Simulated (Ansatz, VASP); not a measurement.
# Cross-check of CuW5 (W(100), 5 layers, one monolayer of Cu on hollow sites) between VASP and Ansatz, part 2 of 2

One calculation is typed for both programs; each brings its own data sets. How far apart do they land? The structure shown is the start of the Ansatz relaxation below; VASP solves that cell, so the two are compared at the walk's first step.

VASP 6.6.1 and Ansatz 0.2.0.

So far: Set-up; Ansatz: relaxation, PBE.

### Step 3. VASP: single point, PBE, start cell

Level of this step: PBE; plane waves and PAW (W, Cu) (VASP).

The same cell, functional, mesh and smearing now go to VASP, with its own data sets.

Lines of VASP's logs that name or quote its potential files are left out, and so is its time.

INCAR

```
SYSTEM = CuW5
PREC = Accurate
ENCUT = 520
EDIFF = 1E-06
NELM = 120
ISMEAR = -1
SIGMA = 0.1
LREAL = .FALSE.
ALGO = Normal
GGA = PE
NBANDS = 26
LASPH = .TRUE.
LORBIT = 11
LWAVE = .FALSE.
LCHARG = .FALSE.
ISIF = 2
LDIPOL = .TRUE.
IDIPOL = 3
DIPOL = 0.5 0.5 0.485
LVHAR = .TRUE.
GGA_COMPAT = .FALSE.
NELMDL = -8
KPAR = 2
```

POSCAR

```
CuW5
1.0
    3.1600000000      0.0000000000      0.0000000000
    0.0000000000      3.1600000000      0.0000000000
    0.0000000000      0.0000000000     25.3200000000
W Cu
5 1
Direct
    0.0000000000      0.0000000000      0.3278041074
    0.5000000000      0.5000000000      0.3902053712
    0.0000000000      0.0000000000      0.4526066351
    0.5000000000      0.5000000000      0.5150078989
    0.0000000000      0.0000000000      0.5774091627
    0.5000000000      0.5000000000      0.6528715245
```

KPOINTS

```
Automatic mesh
0
Gamma
8 8 1
0 0 0
```

The projector-augmented-wave data sets are W and Cu (PBE family, release 64).

On the command line:

```console
mpirun -np 2 vasp_std
```

Numbers of over 12 decimals in the logs are rounded to 6 here.

The log of the run:

```text
[banner, memory and clock lines left out]
running    2 mpi-ranks, on    1 nodes
 distrk:  each k-point on    1 cores,    2 groups
 distr:  one band on    1 cores,    1 groups

 POSCAR found type information on POSCAR W Cu
 POSCAR found :  2 types and       6 ions
 LDA part: xc-table for (Slater+PW92), standard interpolation
 POSCAR, INCAR and KPOINTS ok, starting setup
 FFT: planning ... GRIDC
 FFT: planning ... GRID_SOFT
 FFT: planning ... GRID
 WAVECAR not read
 entering main loop
       N       E                     dE             d eps       ncg     rms          rms(c)
DAV:   1     0.263062252511E+03    0.26306E+03   -0.15312E+04   780   0.130E+03
DAV:   2    -0.273095696473E+02   -0.29037E+03   -0.27282E+03   930   0.301E+02
DAV:   3    -0.660725869774E+02   -0.38763E+02   -0.36924E+02  1192   0.108E+02
DAV:   4    -0.699440410807E+02   -0.38715E+01   -0.36194E+01  1256   0.316E+01
DAV:   5    -0.703605064303E+02   -0.41647E+00   -0.39561E+00  1304   0.790E+00
DAV:   6    -0.704003755400E+02   -0.39869E-01   -0.38497E-01  1328   0.224E+00
DAV:   7    -0.704060053366E+02   -0.56298E-02   -0.54623E-02  1296   0.617E-01
DAV:   8    -0.704065964858E+02   -0.59115E-03   -0.57560E-03  1280   0.166E-01    0.452E+01
DAV:   9    -0.141804912463E+03   -0.71398E+02   -0.85455E+02  1560   0.394E+02    0.365E+01
DAV:  10    -0.201847411353E+03   -0.60042E+02   -0.40360E+03  1434   0.172E+02    0.789E+01
DAV:  11    -0.113070006645E+03    0.88777E+02   -0.13189E+03  1304   0.186E+02    0.326E+01
DAV:  12    -0.683846120609E+02    0.44685E+02   -0.42633E+02  1076   0.113E+02    0.176E+01
DAV:  13    -0.706172656656E+02   -0.22327E+01   -0.11888E+02  1416   0.614E+01    0.140E+01
DAV:  14    -0.713620214537E+02   -0.74476E+00   -0.33101E+01  1360   0.349E+01    0.118E+01
[...]
DAV:  37    -0.638989538022E+02   -0.42932E-04   -0.33605E-05  1264   0.951E-02    0.148E-02
DAV:  38    -0.638989846946E+02   -0.30892E-04   -0.48951E-05  1200   0.753E-02    0.196E-02
DAV:  39    -0.638989917465E+02   -0.70519E-05   -0.18338E-05  1152   0.934E-02    0.755E-03
DAV:  40    -0.638990050866E+02   -0.13340E-04   -0.56076E-06   980   0.425E-02    0.108E-02
DAV:  41    -0.638990097822E+02   -0.46955E-05   -0.98016E-06  1040   0.754E-02    0.272E-03
DAV:  42    -0.638990120410E+02   -0.22588E-05   -0.19387E-06   722   0.272E-02    0.413E-03
DAV:  43    -0.638990143338E+02   -0.22928E-05   -0.37809E-06   736   0.444E-02    0.225E-03
DAV:  44    -0.638990150436E+02   -0.70979E-06   -0.92486E-07   600   0.670E-03
   1 F= -.63899015E+02 E0= -.63807655E+02  d E =-.182720E+00
```

OUTCAR, selected parts (step 3):

```text
ion  position               nearest neighbor table
   1  0.000  0.000  0.328-   2 2.74   2 2.74   2 2.74   2 2.74   3 3.16
   2  0.500  0.500  0.390-   1 2.74   1 2.74   1 2.74   1 2.74   3 2.74   3 2.74   3 2.74   3 2.74
                             4 3.16
   3  0.000  0.000  0.453-   4 2.74   4 2.74   4 2.74   4 2.74   2 2.74   2 2.74   2 2.74   2 2.74
                             5 3.16   1 3.16
   4  0.500  0.500  0.515-   5 2.74   5 2.74   5 2.74   5 2.74   3 2.74   3 2.74   3 2.74   3 2.74
                             2 3.16
   5  0.000  0.000  0.577-   4 2.74   4 2.74   4 2.74   4 2.74   6 2.94   6 2.94   6 2.94   6 2.94
                             3 3.16
   6  0.500  0.500  0.653-   5 2.94   5 2.94   5 2.94   5 2.94

  LATTYP: Found a simple tetragonal cell.
 ALAT       =     3.1600000000
 C/A-ratio  =     8.0126582278

 Subroutine GETGRP returns: Found  8 space group operations
 (whereof  8 operations were pure point group operations)

The static configuration has the point symmetry C_4v.

 Found     15 irreducible k-points:

   k-points           NKPTS =     15   k-points in BZ     NKDIM =     15   number of bands    NBANDS=     26

   dimension x,y,z NGX =    24 NGY =   24 NGZ =  192
   dimension x,y,z NGXF=    48 NGYF=   48 NGZF=  384

   ENCUT  =  520.0 eV  38.22 Ry    6.18 a.u.   5.88  5.88 47.08*2*pi/ulx,y,z

   NELECT =      41.0000    total number of electrons

 k-points in reciprocal lattice and weights: Automatic mesh
   0.00000000  0.00000000  0.00000000       0.016
   0.12500000  0.00000000  0.00000000       0.062
   0.25000000  0.00000000  0.00000000       0.062
   0.37500000  0.00000000  0.00000000       0.062
   0.50000000  0.00000000  0.00000000       0.031
   0.12500000  0.12500000  0.00000000       0.062
   0.25000000  0.12500000  0.00000000       0.125
   0.37500000  0.12500000  0.00000000       0.125
   0.50000000  0.12500000  0.00000000       0.062
[...]
0.50000000  0.37500000  0.00000000       0.062
   0.50000000  0.50000000  0.00000000       0.016

 dipolmoment           0.000000      0.000000      0.002009 electrons x Angstroem

 average (electrostatic) potential at core
       1 -45.5779       2 -45.4275       3 -45.6121       4 -45.3300       5 -45.6666
       6 -70.5700

 E-fermi :   0.1172

 k-point     1 :       0.0000    0.0000    0.0000
  band No.  band energies     occupation
    ...
     17      -0.6358      1.99893
     18      -0.5787      1.99810
     19      -0.5787      1.99810
     20      -0.1782      1.90089
     21      -0.1206      1.83028
     22       0.2507      0.41676
     23       0.2507      0.41676
     24       0.4981      0.04338
     25       1.6853      0.00000
     26       1.8865      0.00000

 k-point     2 :       0.1250    0.0000    0.0000
  band No.  band energies     occupation
    ...
     18      -0.5523      1.99753
     19      -0.3026      1.97039
     20      -0.2544      1.95250
     21      -0.2495      1.95015
     22       0.1754      0.71695
     23       0.8104      0.00195
     24       1.0380      0.00020
     25       1.1587      0.00006
     26       1.3478      0.00001

 k-point     3 :       0.2500    0.0000    0.0000
  band No.  band energies     occupation
    ...
     17      -1.1131      1.99999
     18      -0.7732      1.99973
     19      -0.7674      1.99971
     20      -0.5573      1.99765
     21      -0.1150      1.82138
     22       0.7794      0.00266
     23       0.8425      0.00142
     24       1.1214      0.00009
     25       1.2531      0.00002
     26       1.2775      0.00002

  Total       -8.8578780     -8.8578780     -6.5880182      0.0000000     -0.0000000      0.0000000
  in kB      -56.1309520    -56.1309520    -41.7472148      0.0000000     -0.0000000      0.0000000
  external PRESSURE =     -51.3363729 kB  Pullay stress =       0.0000000 kB

  energy-cutoff  :      520.00
  volume of cell :      252.84
      direct lattice vectors                 reciprocal lattice vectors
     3.160000000  0.000000000  0.000000000     0.316455696  0.000000000  0.000000000
     0.000000000  3.160000000  0.000000000     0.000000000  0.316455696  0.000000000
     0.000000000  0.000000000 25.320000000     0.000000000  0.000000000  0.039494471

 POSITION                                       TOTAL-FORCE (eV/Angst)
 -----------------------------------------------------------------------------------
      0.00000      0.00000      8.30000         0.000000     -0.000000      1.592177
      1.58000      1.58000      9.88000         0.000000      0.000000     -1.635126
      0.00000      0.00000     11.46000         0.000000     -0.000000      0.158647
      1.58000      1.58000     13.04000         0.000000      0.000000      0.711522
      0.00000      0.00000     14.62000         0.000000     -0.000000      0.519986
      1.58000      1.58000     16.53071         0.000000     -0.000000     -1.347207
 -----------------------------------------------------------------------------------
    total drift:                                0.000000      0.000000      0.002961

  FREE ENERGIE OF THE ION-ELECTRON SYSTEM (eV)
  ---------------------------------------------------
  free  energy   TOTEN  =       -63.8990150436 eV

  energy  without entropy=      -63.7162950492  energy(sigma->0) =      -63.80765505

 vacuum level on the upper side and lower side of the slab         4.391         4.355

 total charge
# of ion       s       p       d       tot
------------------------------------------
    1        0.634   0.391   3.980   5.004
    2        0.684   0.684   4.170   5.538
    3        0.679   0.703   4.171   5.552
    4        0.684   0.686   4.190   5.560
    5        0.610   0.502   3.956   5.068
    6        0.410   0.158   9.195   9.762
--------------------------------------------------
tot          3.700   3.123  29.661  36.484

[... 3 further parts left out ...]
```

The data set W keeps the semicore shell frozen, which is cheaper and a little less accurate.

### Step 4. Differences

Known differences besides the potentials themselves: the data sets hold 89 valence electrons in Ansatz (on its default PAW (the set named soft_2) files) and 41 in VASP; the cutoff is 420 eV in Ansatz and 520 eV in VASP. Total energies have different zeros and are not compared.

Forces (eV/Å; atoms numbered as in POSCAR):

```
atom        Ansatz x, y, z          VASP x, y, z
  W1   0.000, 0.000, 1.360   0.000, 0.000, 1.592
  W2  0.000, 0.000, -1.613  0.000, 0.000, -1.635
  W3   0.000, 0.000, 0.163   0.000, 0.000, 0.159
  W4   0.000, 0.000, 0.673   0.000, 0.000, 0.712
  W5   0.000, 0.000, 0.767   0.000, 0.000, 0.520
 Cu6  0.000, 0.000, -1.350  0.000, 0.000, -1.347
```

The forces differ by 81 meV/Å r.m.s., which is 12.2 % of the r.m.s. force of 0.659 eV/Å (both taken over all components). With vacuum in the cell, a pressure given here is an average over mostly empty space and none of the material.

### Step 5. Other set-ups

Further runs change the set-up of one program: Ansatz's method, potentials or start, or VASP's data sets, cutoff or form of LDA. The table gives that difference for each run.

```
                                                             run  r.m.s. force difference (meV/Å)
                                                        as above                               81
VASP with the data sets W_sv and Cu_sv_GW and a cutoff of 610 eV                               12
```

### Step 6. Outcome

```
r.m.s. force difference (single point, PBE, start cell) : 12 % of the r.m.s. force
```

The r.m.s. force difference is 12 % of the r.m.s. force (single point, PBE, start cell), beyond the 3 % picked in this series as the mark of a large difference. The data sets hold unlike numbers of valence electrons (89 in Ansatz and 41 in VASP), so part of the differences comes from the potentials. Single point, PBE, start cell, VASP with the data sets W_sv and Cu_sv_GW and a cutoff of 610 eV: r.m.s. force difference goes from 81 to 12 meV/Å. 1 further run of this series is not shown here. How closely two codes agree says nothing of how well the functional describes the real material.

[Lines on the potential files, build, host, timing and source positions are cut from VASP's logs without a mark.]

[Logs are printed without paths, hosts, clocks, repeated set-up lines and the standing remarks that a program may print on its own settings, such as how far it seeks lower states.]

[Hosts, paths, dates, database ids (printed as entryN), source tags and the programs' standing remarks are cut or masked in the printed files.]

[Rows of further runs with another cutoff or data set may stand on the cell that Ansatz relaxed, not on the start cell of the pair above them.]
